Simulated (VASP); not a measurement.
FeAs (relaxed from the CsCl type structure, space group Pm-3m): computed properties

The numbers are results of PBE GGA, VASP's PBE PAW potentials (set 64) (plane waves; VASP 6.6.1), not measurements.

```json
{
  "space_group": "Pm-3m (221)",
  "cell": "a = b = c = 2.947 Å, α = β = γ = 90.00°",
  "volume_per_atom": "12.79 Å³/atom",
  "band gap (over mesh and band path)": "none (metal, semimetal or under 0.01 eV)",
  "cell_moment": "0.93 μB",
  "density": "8.49 g/cm³"
}
```

```cif
data_AsFe
_chemical_formula_sum 'Fe1 As1'
_space_group_name_H-M_alt 'P 1'
_space_group_IT_number 1
_cell_length_a 2.94651
_cell_length_b 2.94651
_cell_length_c 2.94651
_cell_angle_alpha 90.000
_cell_angle_beta 90.000
_cell_angle_gamma 90.000
loop_
_space_group_symop_operation_xyz
  'x, y, z'
loop_
_atom_site_label
_atom_site_type_symbol
_atom_site_fract_x
_atom_site_fract_y
_atom_site_fract_z
_atom_site_occupancy
Fe1 Fe 0.00000 0.00000 0.00000 1
As1 As 0.50000 0.50000 0.50000 1
```
Starting moments (μB, in the order of the record's atoms Fe As): 0.9 0.0.

The structure was generated: FeAs was put into the CsCl type type (Pm-3m), which need not be its known phase. It was relaxed first, which changed the volume by -26 %. Symmetry was kept, so distortions that lower it aren't found.
